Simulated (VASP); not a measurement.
Computed with LDA (Ceperley-Alder, Perdew-Zunger), VASP's LDA PAW potentials (set 64) (plane waves; VASP 6.6.1).

VASP ran on this input.

**POSCAR**
```
NiO
1
    4.0586420744     2.0269543270     2.0269543270
    2.0269543270     4.0586420744     2.0269543270
    2.0269543270     2.0269543270     4.0586420744
Ni O
2 2
Direct
  0.0000000000   0.0000000000   0.0000000000
  0.5000000000   0.5000000000   0.5000000000
  0.2500000000   0.2500000000   0.2500000000
  0.7500000000   0.7500000000   0.7500000000
```

INCAR:
```
SYSTEM = NiO
PREC = Accurate; ENCUT = 520; LREAL = .False.
LASPH = .True.
EDIFF = 1E-6; NELM = 100; ALGO = Normal
LMAXMIX = 4
ISMEAR = 0; SIGMA = 0.05
MAGMOM = 2.0 -2.0 2*0.0
ISPIN = 2
IBRION = 2; NSW = 60; ISIF = 3
EDIFFG = -0.02
LWAVE = .False.; LCHARG = .False.; LORBIT = 10
```

### KPOINTS
```
Automatic mesh
0
Gamma
8 8 8
0 0 0
```

POTCAR, in this order: Ni O (LDA.64 set). Program: vasp_std.

The run wrote:

### OUTCAR
```
 ion  position               nearest neighbor table
   1  0.000  0.000  0.000-   4 2.03   4 2.03   3 2.03   3 2.03   4 2.03   3 2.03   2 2.87   2 2.87
                             2 2.87   2 2.87   2 2.87   2 2.87
   2  0.500  0.500  0.500-   3 2.03   3 2.03   4 2.03   4 2.03   3 2.03   4 2.03   1 2.87   1 2.87
                             1 2.87   1 2.87   1 2.87   1 2.87
   3  0.250  0.250  0.250-   1 2.03   1 2.03   2 2.03   2 2.03   1 2.03   2 2.03
   4  0.750  0.750  0.750-   2 2.03   2 2.03   1 2.03   1 2.03   2 2.03   1 2.03
  LATTYP: Found a trigonal (rhomboedric) cell.
 ALAT       =     4.9688694062
 COS(alpha) =     0.8328144425
 Subroutine PRICEL returns following result:
  LATTYP: Found a trigonal (rhomboedric) cell.
 ALAT       =     2.8698943091
 COS(alpha) =     0.4988334036
 Subroutine GETGRP returns: Found 12 space group operations
The static configuration has the point symmetry D_3d.
The dynamic configuration has the point symmetry D_3d.
The overall configuration has the point symmetry D_3d.
 Subroutine INISYM returns: Found 12 space group operations
 Subroutine IBZKPT returns following result:
 Found     65 irreducible k-points:

 Following reciprocal coordinates:
            Coordinates               Weight
  0.000000  0.000000  0.000000      1.000000
...
```

### OSZICAR
```
       N       E                     dE             d eps       ncg     rms          rms(c)
DAV:   1     0.254910547700E+03    0.25491E+03   -0.15943E+04  5320   0.217E+03
DAV:   2    -0.206621026549E+01   -0.25698E+03   -0.24095E+03  5332   0.416E+02
DAV:   3    -0.303766920639E+02   -0.28310E+02   -0.26963E+02  5936   0.158E+02
DAV:   4    -0.312696197169E+02   -0.89293E+00   -0.88720E+00  5844   0.298E+01
DAV:   5    -0.312956956830E+02   -0.26076E-01   -0.26065E-01  6440   0.476E+00    0.225E+01
DAV:   6    -0.284620923903E+02    0.28336E+01   -0.39173E+01  7832   0.109E+02    0.215E+01
DAV:   7    -0.269799153676E+02    0.14822E+01   -0.73483E+00  6728   0.811E+01    0.980E+00
DAV:   8    -0.270900015625E+02   -0.11009E+00   -0.21390E+00  5892   0.116E+01    0.608E+00
DAV:   9    -0.270247205713E+02    0.65281E-01   -0.67558E-02  7968   0.713E+00    0.933E-01
DAV:  10    -0.270283854888E+02   -0.36649E-02   -0.42908E-02  6240   0.232E+00    0.297E-01
DAV:  11    -0.270281847245E+02    0.20076E-03   -0.25843E-03  6236   0.126E+00    0.109E-01
DAV:  12    -0.270282371112E+02   -0.52387E-04   -0.40979E-04  6436   0.191E-01    0.595E-02
DAV:  13    -0.270282395037E+02   -0.23925E-05   -0.11757E-04  8420   0.181E-01    0.226E-02
DAV:  14    -0.270282362950E+02    0.32087E-05   -0.12432E-05  7828   0.664E-02    0.143E-02
DAV:  15    -0.270282362551E+02    0.39843E-07   -0.43321E-06  5484   0.319E-02
   1 F= -.27028236E+02 E0= -.27028236E+02  d E =-.270282E+02  mag=     0.0000
       N       E                     dE             d eps       ncg     rms          rms(c)
DAV:   1    -0.270293830463E+02   -0.11468E-02   -0.40815E-02  5448   0.183E+00    0.232E-01
DAV:   2    -0.270288420598E+02    0.54099E-03   -0.79600E-04  6824   0.559E-01    0.130E-01
DAV:   3    -0.270286642166E+02    0.17784E-03   -0.17423E-04  7692   0.336E-01    0.708E-02
DAV:   4    -0.270286505731E+02    0.13643E-04   -0.45950E-05  6848   0.157E-01    0.201E-02
DAV:   5    -0.270286476959E+02    0.28772E-05   -0.10038E-05  7400   0.503E-02    0.101E-02
DAV:   6    -0.270286468469E+02    0.84899E-06   -0.14958E-06  3104   0.327E-02
   2 F= -.27028647E+02 E0= -.27028647E+02  d E =-.410592E-03  mag=     0.0000
```

OUTCAR:
```
------------------------ aborting loop because EDIFF is reached ----------------------------------------
  FORCE on cell =-STRESS in cart. coord.  units (eV):
  Direction    XX          YY          ZZ          XY          YZ          ZX
  --------------------------------------------------------------------------------------
  Total        0.0356646      0.0356646      0.0356646     -0.0624391     -0.0624391     -0.0624391
  in kB        1.7060347      1.7060347      1.7060347     -2.9868101     -2.9868101     -2.9868101
  external PRESSURE =       1.7060347 kB  Pullay stress =       0.0000000 kB
  volume of cell :       33.49
      direct lattice vectors                 reciprocal lattice vectors
     4.054991719  2.021194462  2.021194462     0.368959639 -0.122731456 -0.122731456
     2.021194462  4.054991719  2.021194462    -0.122731456  0.368959639 -0.122731456
     2.021194462  2.021194462  4.054991719    -0.122731456 -0.122731456  0.368959639
 POSITION                                       TOTAL-FORCE (eV/Angst)
 -----------------------------------------------------------------------------------
      4.04239      6.07619      6.07619        -0.000000     -0.000000      0.000000
      4.04869      4.04869      4.04869        -0.000000      0.000000      0.000000
      2.02435      2.02435      2.02435        -0.000000     -0.000000     -0.000000
      6.07304      6.07304      6.07304         0.000000      0.000000     -0.000000
 -----------------------------------------------------------------------------------
    total drift:                                0.000000     -0.000000     -0.000000
  FREE ENERGIE OF THE ION-ELECTRON SYSTEM (eV)
  ---------------------------------------------------
  free  energy   TOTEN  =       -27.0286468469 eV

  energy  without entropy=      -27.0286468467  energy(sigma->0) =      -27.02864685

 total charge

# of ion       s       p       d       tot
------------------------------------------
    1        0.362   0.475   8.379   9.217
    2        0.362   0.475   8.379   9.217
    3        1.553   3.412   0.000   4.965
    4        1.553   3.412   0.000   4.965
--------------------------------------------------
tot          3.831   7.774  16.758  28.363

 magnetization (x)

# of ion       s       p       d       tot
------------------------------------------
    1       -0.011  -0.014   1.112   1.087
    2        0.011   0.014  -1.112  -1.087
    3        0.000   0.000   0.000   0.000
    4        0.000   0.000   0.000   0.000
--------------------------------------------------
tot          0.000  -0.000   0.000  -0.000

 reached required accuracy - stopping structural energy minimisation
```
(Selected blocks of OUTCAR.)

**CONTCAR**
```
NiO
   1.00000000000000
     4.0549917192538940    2.0211944618732351    2.0211944618732351
     2.0211944618732351    4.0549917192538940    2.0211944618732351
     2.0211944618732351    2.0211944618732351    4.0549917192538940
  Ni              O
     2     2
Direct
     0.0000000000000000    1.0000000000000000    1.0000000000000000
     0.5000000000000000    0.5000000000000000    0.5000000000000000
     0.2500000000000000    0.2500000000000000    0.2500000000000000
     0.7500000000000000    0.7500000000000000    0.7500000000000000
```

The compound is NiO in the rock salt, AFM-II order structure. This run relaxes it. Symmetry was kept, so distortions that lower it aren't found. The start is the result of an earlier pass.
